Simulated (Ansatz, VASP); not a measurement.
# Cross-check of CdAgCl3 between VASP and Ansatz, part 2 of 3

Aim: how closely do two programs agree when they are given the same cell, functional and k mesh? The cell is generated by rule, not measured, and may not be a known phase. The cell is taken from a series of runs on this material, whose earlier steps may have relaxed, scaled, displaced or heated it; both programs get it as it stands.

VASP 6.6.1 and Ansatz 0.2.0.

So far: The structure; VASP: zone-centre phonons, PBEsol.

### 2. VASP: zone-centre phonons, PBEsol (continued)

Level of this step: PBEsol; plane waves and PAW (Ag, Cd, Cl); invented cell (VASP).

From OUTCAR (step 2):

```text
ion  position               nearest neighbor table
   1  0.105  0.105  0.105-   5 2.57   4 2.57   3 2.57   2 3.24
   2  0.458  0.458  0.458-   3 2.55   4 2.55   5 2.55   3 2.69   4 2.69   5 2.69   1 3.24
   3  0.434  0.945  0.434-   2 2.55   1 2.57   2 2.69
   4  0.945  0.434  0.434-   2 2.55   1 2.57   2 2.69
   5  0.434  0.434  0.945-   2 2.55   1 2.57   2 2.69

  LATTYP: Found a trigonal (rhomboedric) cell.
 ALAT       =     5.2231281330
 COS(alpha) =     0.0132835693

 Subroutine GETGRP returns: Found  6 space group operations
 (whereof  6 operations were pure point group operations)

The static configuration has the point symmetry C_3v.

 Found     32 irreducible k-points:

   k-points           NKPTS =     32   k-points in BZ     NKDIM =     32   number of bands    NBANDS=     28

   dimension x,y,z NGX =    40 NGY =   40 NGZ =   40
   dimension x,y,z NGXF=    80 NGYF=   80 NGZF=   80

   ENCUT  =  500.0 eV  36.75 Ry    6.06 a.u.   9.52  9.52  9.52*2*pi/ulx,y,z

   NELECT =      44.0000    total number of electrons

 k-points in reciprocal lattice and weights: Automatic mesh
   0.00000000  0.00000000  0.00000000       0.005
   0.16666667  0.00000000  0.00000000       0.028
   0.33333333 -0.00000000  0.00000000       0.028
   0.50000000  0.00000000 -0.00000000       0.014
   0.16666667  0.16666667  0.00000000       0.028
   0.33333333  0.16666667  0.00000000       0.056
   0.50000000  0.16666667  0.00000000       0.056
  -0.33333333  0.16666667  0.00000000       0.056
  -0.16666667  0.16666667  0.00000000       0.028
[...]
-0.33333333  0.50000000  0.33333333       0.028
   0.50000000  0.50000000  0.50000000       0.005

 average (electrostatic) potential at core
       1 -76.3053       2 -40.2181       3 -94.3988       4 -94.3988       5 -94.3988

  Total        0.1203068      0.1203068      0.1060149     -0.0000000     -0.0000000      0.0000000
  in kB        1.3530778      1.3530778      1.1923379     -0.0000000     -0.0000000      0.0000000
  external PRESSURE =       1.2994978 kB  Pullay stress =       0.0000000 kB

  energy-cutoff  :      500.00
  volume of cell :      142.46
      direct lattice vectors                 reciprocal lattice vectors
     3.668697149  2.118123286  3.055369448     0.136288164  0.078686008  0.109097554
[...]
2    -0.52828    -1.00299    -0.29483
    3    -0.55008    -0.31759    -1.22300
 ion    5
    1    -0.69798     0.00000     0.00000
    2     0.00000    -1.91800     0.58966
    3     0.00000     0.63518    -1.22300

 Eigenvectors and eigenvalues of the dynamical matrix
 ----------------------------------------------------

   1 f  =    7.900860 THz    49.642567 2PiTHz  263.544319 cm-1    32.675316 meV
             X         Y         Z           dx          dy          dz
      0.000000 -0.000000  0.958463     0.000000   -0.000000    0.203055
      0.000000 -0.000000  4.199294     0.000000    0.000000   -0.261901
     -1.876949  1.083657  5.538142    -0.470630    0.271718    0.037442
      1.876949  1.083657  5.538142     0.470630    0.271718    0.037442
      0.000000 -2.167314  5.538142     0.000000   -0.543437    0.037442

   2 f  =    7.045972 THz    44.271147 2PiTHz  235.028321 cm-1    29.139785 meV
             X         Y         Z           dx          dy          dz
      0.000000 -0.000000  0.958463    -0.000000    0.074566   -0.000000
      0.000000 -0.000000  4.199294    -0.000001    0.337895   -0.000000
     -1.876949  1.083657  5.538142     0.337387   -0.049255   -0.202598
      1.876949  1.083657  5.538142    -0.337386   -0.049254   -0.202597
      0.000000 -2.167314  5.538142    -0.000000   -0.633625    0.405196

   3 f  =    7.045972 THz    44.271147 2PiTHz  235.028321 cm-1    29.139785 meV
             X         Y         Z           dx          dy          dz
      0.000000 -0.000000  0.958463    -0.074566   -0.000000    0.000000
      0.000000 -0.000000  4.199294    -0.337895   -0.000001   -0.000000
     -1.876949  1.083657  5.538142     0.438834   -0.337386   -0.350909
      1.876949  1.083657  5.538142     0.438835    0.337387    0.350910
      0.000000 -2.167314  5.538142    -0.145536    0.000001   -0.000001

   4 f  =    4.336329 THz    27.245962 2PiTHz  144.644381 cm-1    17.933610 meV
             X         Y         Z           dx          dy          dz
      0.000000 -0.000000  0.958463    -0.000000    0.000000   -0.427457
      0.000000 -0.000000  4.199294     0.000000   -0.000000   -0.376531
     -1.876949  1.083657  5.538142     0.034491   -0.019913    0.472845
      1.876949  1.083657  5.538142    -0.034491   -0.019913    0.472845
      0.000000 -2.167314  5.538142     0.000000    0.039827    0.472845

   5 f  =    4.284374 THz    26.919513 2PiTHz  142.911319 cm-1    17.718737 meV
             X         Y         Z           dx          dy          dz
      0.000000 -0.000000  0.958463     0.437321   -0.000001   -0.000000
      0.000000 -0.000000  4.199294    -0.113051    0.000000    0.000000
     -1.876949  1.083657  5.538142    -0.290291    0.178580   -0.530703
      1.876949  1.083657  5.538142    -0.290290   -0.178580    0.530702
      0.000000 -2.167314  5.538142     0.019019    0.000001    0.000001

   6 f  =    4.284374 THz    26.919513 2PiTHz  142.911319 cm-1    17.718737 meV
             X         Y         Z           dx          dy          dz
      0.000000 -0.000000  0.958463    -0.000001   -0.437321   -0.000000
      0.000000 -0.000000  4.199294     0.000000    0.113051   -0.000000
     -1.876949  1.083657  5.538142    -0.178579    0.084084   -0.306400
      1.876949  1.083657  5.538142     0.178580    0.084085   -0.306402
      0.000000 -2.167314  5.538142    -0.000000    0.393393    0.612802

   7 f  =    1.541582 THz     9.686048 2PiTHz   51.421653 cm-1     6.375470 meV
             X         Y         Z           dx          dy          dz
      0.000000 -0.000000  0.958463     0.349471    0.000005    0.000000
      0.000000 -0.000000  4.199294    -0.723916   -0.000010   -0.000000
     -1.876949  1.083657  5.538142     0.123246    0.168282    0.217735
      1.876949  1.083657  5.538142     0.123241   -0.168273   -0.217739
      0.000000 -2.167314  5.538142     0.414709    0.000000    0.000004

   8 f  =    1.541582 THz     9.686048 2PiTHz   51.421653 cm-1     6.375470 meV
             X         Y         Z           dx          dy          dz
      0.000000 -0.000000  0.958463    -0.000005    0.349471   -0.000000
      0.000000 -0.000000  4.199294     0.000010   -0.723916    0.000000
     -1.876949  1.083657  5.538142     0.168276    0.317552   -0.125714
      1.876949  1.083657  5.538142    -0.168280    0.317557   -0.125707
      0.000000 -2.167314  5.538142    -0.000006    0.026088    0.251421

   9 f  =    1.496310 THz     9.401594 2PiTHz   49.911535 cm-1     6.188239 meV
             X         Y         Z           dx          dy          dz
      0.000000 -0.000000  0.958463     0.000000   -0.000000   -0.664630
      0.000000 -0.000000  4.199294    -0.000000    0.000000    0.669983
     -1.876949  1.083657  5.538142    -0.165279    0.095424   -0.006365
      1.876949  1.083657  5.538142     0.165279    0.095424   -0.006365
      0.000000 -2.167314  5.538142     0.000000   -0.190847   -0.006365

  10 f  =    0.004210 THz     0.026451 2PiTHz    0.140424 cm-1     0.017410 meV
             X         Y         Z           dx          dy          dz
      0.000000 -0.000000  0.958463    -0.541763   -0.176869   -0.000000
      0.000000 -0.000000  4.199294    -0.554642   -0.181073   -0.000000
     -1.876949  1.083657  5.538142    -0.316517   -0.108475    0.000918
      1.876949  1.083657  5.538142    -0.313874   -0.100379   -0.001345
      0.000000 -2.167314  5.538142    -0.322207   -0.102138    0.000427

  11 f  =    0.004210 THz     0.026451 2PiTHz    0.140424 cm-1     0.017410 meV
             X         Y         Z           dx          dy          dz
      0.000000 -0.000000  0.958463    -0.176869    0.541763    0.000000
      0.000000 -0.000000  4.199294    -0.181073    0.554642    0.000000
     -1.876949  1.083657  5.538142    -0.098853    0.318548    0.001023
      1.876949  1.083657  5.538142    -0.106949    0.321191    0.000284
      0.000000 -2.167314  5.538142    -0.105190    0.312858   -0.001307

  12 f/i=    0.008016 THz     0.050367 2PiTHz    0.267389 cm-1     0.033152 meV
             X         Y         Z           dx          dy          dz
      0.000000 -0.000000  0.958463    -0.000000    0.000000   -0.578201
      0.000000 -0.000000  4.199294    -0.000000    0.000000   -0.583742
     -1.876949  1.083657  5.538142    -0.000792    0.000457   -0.329103
      1.876949  1.083657  5.538142     0.000792    0.000457   -0.329103
      0.000000 -2.167314  5.538142    -0.000000   -0.000914   -0.329103

  13 f/i=    0.728647 THz     4.578224 2PiTHz   24.305047 cm-1     3.013440 meV
             X         Y         Z           dx          dy          dz
      0.000000 -0.000000  0.958463    -0.000000   -0.000000   -0.000000
      0.000000 -0.000000  4.199294     0.000000   -0.000000   -0.000000
     -1.876949  1.083657  5.538142     0.288675    0.500000    0.000000
      1.876949  1.083657  5.538142     0.288675   -0.500000   -0.000000
      0.000000 -2.167314  5.538142    -0.577350   -0.000000    0.000000

  14 f/i=    0.881196 THz     5.536719 2PiTHz   29.393544 cm-1     3.644333 meV
             X         Y         Z           dx          dy          dz
      0.000000 -0.000000  0.958463    -0.000145   -0.596884   -0.000000
      0.000000 -0.000000  4.199294     0.000023    0.092612   -0.000000
     -1.876949  1.083657  5.538142     0.275609    0.439508    0.126183
      1.876949  1.083657  5.538142    -0.275550    0.439374    0.126289
      0.000000 -2.167314  5.538142     0.000146   -0.037877   -0.252472

  15 f/i=    0.881196 THz     5.536719 2PiTHz   29.393544 cm-1     3.644333 meV
             X         Y         Z           dx          dy          dz
      0.000000 -0.000000  0.958463    -0.596884    0.000145    0.000000
      0.000000 -0.000000  4.199294     0.092612   -0.000023   -0.000000
     -1.876949  1.083657  5.538142     0.121162    0.275473   -0.218678
      1.876949  1.083657  5.538142     0.121296   -0.275686    0.218617
      0.000000 -2.167314  5.538142     0.598547    0.000009    0.000061

 MACROSCOPIC STATIC DIELECTRIC TENSOR IONIC CONTRIBUTION
 ------------------------------------------------------
           5.315242     0.000000    -0.000000
           0.000000     5.315242    -0.000000
           0.000000    -0.000000     3.494742
 ------------------------------------------------------

 ELASTIC MODULI CONTR FROM IONIC RELAXATION (kBar)
 Direction    XX          YY          ZZ          XY          YZ          ZX
 --------------------------------------------------------------------------------
 XX        -296.5513    -91.1676   -157.8814     -0.0000    -15.0807     -0.0000
 YY         -91.1676   -296.5513   -157.8814      0.0000     15.0807      0.0000
 ZZ        -157.8814   -157.8814   -164.7167      0.0000      0.0000      0.0000
 XY          -0.0000      0.0000      0.0000   -102.6918     -0.0000    -13.2808
 YZ         -15.0807     15.0807      0.0000     -0.0000    -76.2594     -0.0000
 ZX          -0.0000      0.0000      0.0000    -13.2808     -0.0000    -72.0638
 --------------------------------------------------------------------------------

 PIEZOELECTRIC TENSOR IONIC CONTR  for field in x, y, z        (C/m^2)
          XX          YY          ZZ          XY          YZ          ZX
  --------------------------------------------------------------------------------
  x     0.00000    -0.00000     0.00000     0.32408     0.00000     0.54856
  y     0.32408    -0.32408    -0.00000     0.00000     0.56805     0.00000
  z     0.49210     0.49210     0.14535    -0.00000    -0.00000     0.00000
```

With imaginary modes the cell is no minimum, so the ionic parts of its dielectric, piezoelectric and elastic tensors have no meaning.

(Part 2 of 3 ends here.)

[Lines on the potential files, build, host, timing and source positions are cut from VASP's logs without a mark.]

[Logs are printed without paths, hosts, clocks, repeated set-up lines and the standing remarks that a program may print on its own settings, such as how far it seeks lower states.]

[Hosts, paths, dates, database ids (printed as entryN), source tags and the programs' standing remarks are cut or masked in the printed files.]
